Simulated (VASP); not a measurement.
# TaN (Fm-3m): a series in a change of volume

How do stress and energy of TaN follow a change of volume?

Main program and level: VASP 6.6.1; PBEsol; plane waves and PAW (Ta_pv, N); cell typed or built by script, in the first sound run; inputs show where later runs differ.

## 1. The structure

It takes space group Fm-3m (No. 225, cubic). The conventional cell has a = 4.390 Å, b = 4.390 Å, c = 4.390 Å, α = 90.00°, β = 90.00°, γ = 90.00°. Nearest to Ta lie 6 N at 2.19 Å. Nearest to N lie 6 Ta at 2.19 Å. Farther neighbours and most contacts between anions are not listed.

Structure file:

```xyz
2
Lattice="0.0000 2.1950 2.1950 2.1950 0.0000 2.1950 2.1950 2.1950 0.0000" Properties=species:S:1:pos:R:3 pbc="T T T"
Ta    0.0000    0.0000    0.0000
N     2.1950    2.1950    2.1950
```

## 2. Relax the crystal, PBEsol

The series starts from the cell that this level prefers, so that zero strain is near zero stress.

Level: PBEsol; plane waves and PAW (Ta_pv, N); cell typed or built by script.

The input, INCAR:

```
SYSTEM = TaN
PREC = Accurate
ENCUT = 600
EDIFF = 1E-07
NELM = 120
ISMEAR = 1
SIGMA = 0.15
LREAL = .FALSE.
ALGO = Normal
GGA = PS
NBANDS = 14
LASPH = .TRUE.
LORBIT = 11
LWAVE = .FALSE.
LCHARG = .FALSE.
KPAR = 8
IBRION = 2
NSW = 40
ISIF = 3
EDIFFG = -0.005
POTIM = 0.4
```

The input, POSCAR:

```
TaN
1.0
    0.0000000000      2.1950000000      2.1950000000
    2.1950000000      0.0000000000      2.1950000000
    2.1950000000      2.1950000000      0.0000000000
Ta N
1 1
Direct
    0.0000000000      0.0000000000      0.0000000000
    0.5000000000      0.5000000000      0.5000000000
```

The input, KPOINTS:

```
Automatic mesh
0
Gamma
20 20 20
0 0 0
```

The projector-augmented-wave data sets are Ta_pv and N (PBE family, release 64).

On the command line:

```sh
$ mpirun -np 8 vasp_std
```

The log of the run:

```text
[banner, memory and clock lines left out]
running    8 mpi-ranks, on    1 nodes
[...]
|                                                                             |
|           W    W    AA    RRRRR   N    N  II  N    N   GGGG   !!!           |
|           W    W   A  A   R    R  NN   N  II  NN   N  G    G  !!!           |
|           W    W  A    A  R    R  N N  N  II  N N  N  G       !!!           |
|           W WW W  AAAAAA  RRRRR   N  N N  II  N  N N  G  GGG   !            |
|           WW  WW  A    A  R   R   N   NN  II  N   NN  G    G                |
|           W    W  A    A  R    R  N    N  II  N    N   GGGG   !!!           |
|                                                                             |
|     For optimal performance we recommend to set                             |
|       NCORE = 2 up to number-of-cores-per-socket                            |
|     NCORE specifies how many cores store one orbital (NPAR=cpu/NCORE).      |
|     This setting can greatly improve the performance of VASP for DFT.       |
[...]
DAV:   7    -0.232131383601E+02    0.22628E-06   -0.36585E-08  6616   0.212E-03    0.264E-04
DAV:   8    -0.232131383792E+02   -0.19100E-07   -0.22878E-09  4382   0.608E-04
   2 F= -.23213138E+02 E0= -.23213280E+02  d E =0.254945E-02
 trial-energy change:    0.002549  1 .order    0.002638   -0.007090    0.012366
 step:   0.3708(harm=  0.3644)  dis= 0.00000  next Energy=   -23.217007 (dE=-0.132E-02)
[...]
N       E                     dE             d eps       ncg     rms          rms(c)
DAV:   1    -0.232281091147E+02   -0.14971E-01   -0.36160E-01  7576   0.709E+00    0.122E+00
DAV:   2    -0.232193375342E+02    0.87716E-02   -0.10354E-02  8626   0.107E+00    0.497E-01
DAV:   3    -0.232170017318E+02    0.23358E-02   -0.62927E-03  8794   0.836E-01    0.858E-02
DAV:   4    -0.232170115007E+02   -0.97690E-05   -0.55372E-05  8310   0.831E-02    0.462E-02
DAV:   5    -0.232170145292E+02   -0.30284E-05   -0.14285E-05  9934   0.389E-02    0.889E-03
DAV:   6    -0.232170143009E+02    0.22828E-06   -0.65631E-07  8756   0.822E-03    0.279E-03
DAV:   7    -0.232170143871E+02   -0.86183E-07   -0.16790E-08  5906   0.136E-03
   3 F= -.23217014E+02 E0= -.23217156E+02  d E =-.132656E-02
[...]
reached required accuracy - stopping structural energy minimisation
```

Elapsed: 18 s, on 8 MPI ranks of Intel Xeon 6975P-C (Granite Rapids), shared host; peak memory 2 GiB.

The logs omit lines about the potential files and the build; timing stands in the text.

From OUTCAR (step 2):

```text
  Total       -0.0004285     -0.0004285     -0.0004285     -0.0000000      0.0000000      0.0000000
  in kB       -0.0327002     -0.0327002     -0.0327002     -0.0000000      0.0000000      0.0000000
  external PRESSURE =      -0.0327002 kB  Pullay stress =       0.0000000 kB

 POSITION                                       TOTAL-FORCE (eV/Angst)
 -----------------------------------------------------------------------------------
      0.00000      0.00000      0.00000         0.000000      0.000000      0.000000
      2.18950      2.18950      2.18950        -0.000000     -0.000000     -0.000000
 -----------------------------------------------------------------------------------
    total drift:                                0.000000      0.000000      0.000000

  FREE ENERGIE OF THE ION-ELECTRON SYSTEM (eV)
  ---------------------------------------------------
  free  energy   TOTEN  =       -23.2170143871 eV

  energy  without entropy=      -23.2174388042  energy(sigma->0) =      -23.21715586

 reached required accuracy - stopping structural energy minimisation

[... 3 further parts left out ...]
[key lines of the parts left out:]
E-fermi :   9.5104
```

Read from the output:

```
energy(sigma→0) of the program : -23.2172 eV
stress, compression positive   : xx, yy, zz 0.00, 0.00, 0.00 GPa
volume                         : 20.993 Å³
ionic steps                    : 3
```

## 3. Relax at fixed volume, PBEsol

One member in full: the volume is scaled by 0.96, and the cell is held.

Level: PBEsol; plane waves and PAW (Ta_pv, N); cell typed or built by script.

INCAR: that of step 2 with these lines changed.

```diff
@@ -15,7 +15,8 @@
 LCHARG = .FALSE.
-KPAR = 8
+KPAR = 2
 IBRION = 2
 NSW = 40
-ISIF = 3
-EDIFFG = -0.005
+ISIF = 2
+EDIFFG = -0.004
 POTIM = 0.4
+MAXMIX = 40
```

The input, POSCAR:

```
TaN
1.0
    0.0000000000      2.1599123489      2.1599123489
    2.1599123489      0.0000000000      2.1599123489
    2.1599123489      2.1599123489      0.0000000000
Ta N
1 1
Direct
    0.0000000000      0.0000000000      0.0000000000
    0.5000000000      0.5000000000      0.5000000000
```

KPOINTS is that of step 2.

On the command line:

```sh
$ mpirun -np 2 vasp_std
```

The log of the run:

```text
[banner, memory and clock lines left out]
running    2 mpi-ranks, on    1 nodes
[...]
[... a notice as in an earlier step ...]

 LDA part: xc-table for (Slater+PW92), standard interpolation
 POSCAR, INCAR and KPOINTS ok, starting setup
[...]
entering main loop
       N       E                     dE             d eps       ncg     rms          rms(c)
DAV:   1     0.106347433647E+03    0.10635E+03   -0.95196E+03  7168   0.134E+03
DAV:   2    -0.223009072922E+02   -0.12865E+03   -0.12192E+03  8788   0.350E+02
DAV:   3    -0.259511620446E+02   -0.36503E+01   -0.36155E+01  8400   0.582E+01
DAV:   4    -0.259702180657E+02   -0.19056E-01   -0.19050E-01  8302   0.437E+00
[...]
DAV:  12    -0.231748791034E+02    0.29672E-06   -0.44394E-06  9100   0.223E-02    0.157E-03
DAV:  13    -0.231748789276E+02    0.17586E-06   -0.24065E-07  8074   0.420E-03    0.111E-03
DAV:  14    -0.231748789304E+02   -0.28479E-08   -0.69626E-09  4820   0.109E-03
   1 F= -.23174879E+02 E0= -.23175021E+02  d E =-.231749E+02
[...]
reached required accuracy - stopping structural energy minimisation
```

The job ended after 13 s (2 MPI ranks; peak memory 0.4 GiB; 24 s of CPU time).

From OUTCAR (step 3):

```text
  Total        2.0167037      2.0167037      2.0167037      0.0000000      0.0000000     -0.0000000
  in kB      160.3298146    160.3298146    160.3298146      0.0000000      0.0000000     -0.0000000
  external PRESSURE =     160.3298146 kB  Pullay stress =       0.0000000 kB

 POSITION                                       TOTAL-FORCE (eV/Angst)
 -----------------------------------------------------------------------------------
      0.00000      0.00000      0.00000        -0.000000     -0.000000     -0.000000
      2.15991      2.15991      2.15991         0.000000      0.000000      0.000000
 -----------------------------------------------------------------------------------
    total drift:                                0.000000     -0.000000     -0.000000

  FREE ENERGIE OF THE ION-ELECTRON SYSTEM (eV)
  ---------------------------------------------------
  free  energy   TOTEN  =       -23.1748789304 eV

  energy  without entropy=      -23.1753038931  energy(sigma->0) =      -23.17502058

[... 2 parts as in an earlier step ...]

[... 2 further parts left out ...]
[key lines of the parts left out:]
E-fermi :   9.9821
```

Numbers from this step:

* energy(sigma→0) of the program: -23.1750 eV
* stress, compression positive: xx, yy, zz 16.03, 16.03, 16.03 GPa
* ionic steps: 1

## 4. All members

The other members went through these steps as far as the tables show, with the same cutoff and, step by step, the same mesh; 8 runs are not shown. The session took 0.15 core hours (wall time by ranks) on a shared machine.

| volume over the relaxed volume | volume (Å³/atom) | pressure (GPa) | energy above the unstrained row, extrapolated to no smearing (meV/atom) |
| --- | --- | --- | --- |
| 0.940 | 9.867 | 25.459 | 48.356 |
| 0.960 | 10.076 | 16.033 | 20.938 |
| 0.980 | 10.286 | 7.581 | 5.219 |
| 0.990 | 10.391 | 3.688 | 1.367 |
| 1 | 10.496 | 0.002 | 0.000 |
| 1.010 | 10.601 | ? | ? |
| 1.020 | 10.706 | -6.795 | 4.190 |
| 1.040 | 10.916 | -12.888 | 16.830 |
| 1.060 | 11.126 | -18.352 | 37.036 |

## 5. A fit to the known rows

Fitting a cubic to the 8 known rows (u: logarithm of the volume ratio) gives pressure = − 858.7 u³ + 799.6 u² − 358.7 u + 0.001325 in GPa; the residuals are 4.8e-4 GPa r.m.s.

For the withheld row, u = 0.009950, the fit gives -3.489 GPa.

## 6. Checking the prediction

The calculation gives -3.489 GPa, so the prediction is right to the last digit shown.

A cubic of the pressure in ln(V/V₀) through all rows has the slope −B at V₀: B = 359 GPa, and its curvature gives B′ = 4.5.

## 7. Summary of results

| Quantity | Value |
| --- | --- |
| error of the predicted pressure | 0.000 GPa |
| bulk modulus | 359 GPa |

The slope of the energy gives 0.26 GPa at the relaxed volume where the pressure column has 0.00 GPa, a mark of the finite basis or of the smearing. These are static values: temperature and zero-point motion are left out. In a metal the slopes also depend on mesh and smearing, which were held through the series.

[Lines on the potential files, build, host, timing and source positions are cut from VASP's logs without a mark.]

[Logs are printed without paths, hosts, clocks, repeated set-up lines and the standing remarks that a program may print on its own settings, such as how far it seeks lower states.]

[Hosts, paths, dates, database ids (printed as entryN), source tags and the programs' standing remarks are cut or masked in the printed files.]

[In band tables of VASP the shares of atoms and orbitals are scaled to a sum of 1 inside the atoms' spheres.]
